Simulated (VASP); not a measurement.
Data:

```
CELL_PARAMETERS angstrom
      2.99000     0.00000     0.00000
      0.00000     2.99000     0.00000
      0.00000     0.00000     2.99000
ATOMIC_POSITIONS crystal
  Ti 0.00000 0.00000 0.00000
  Co 0.50000 0.50000 0.50000
```

Calculation: rev-vdW-DF2, VASP's PBE PAW potentials (set 64) (plane waves; VASP). Numerical set-up: 520 eV cut-off, 11×11×11 Γ-centred mesh, first-order Methfessel-Paxton smearing of 0.10 eV, potentials Ti_sv Co.

Energy and stress use the plane-wave basis of the starting cell.

Task: The ions, cell shape and volume are relaxed. Give the cell that the relaxation ends in.

Result: 
```
CELL_PARAMETERS angstrom
      2.94869     0.00000     0.00000
      0.00000     2.94869     0.00000
      0.00000     0.00000     2.94869
ATOMIC_POSITIONS crystal
  Ti 0.00000 0.00000 0.00000
  Co 0.50000 0.50000 0.50000
```
Space group Pm-3m (221), at a tolerance of 0.03 Å.

Task: How do energy and volume change from the first to the last step?

Result: The energy (σ→0) changes by -12.8 meV/atom and the volume by -4.1 %, in 3 ionic steps.

The compound is TiCo in the CsCl type structure. This run relaxes it. Symmetry was kept, so distortions that lower it aren't found. The run is not spin-polarised, so no magnetic state was tried. The electron count is odd and the run is not spin-polarised, which forces a metal.
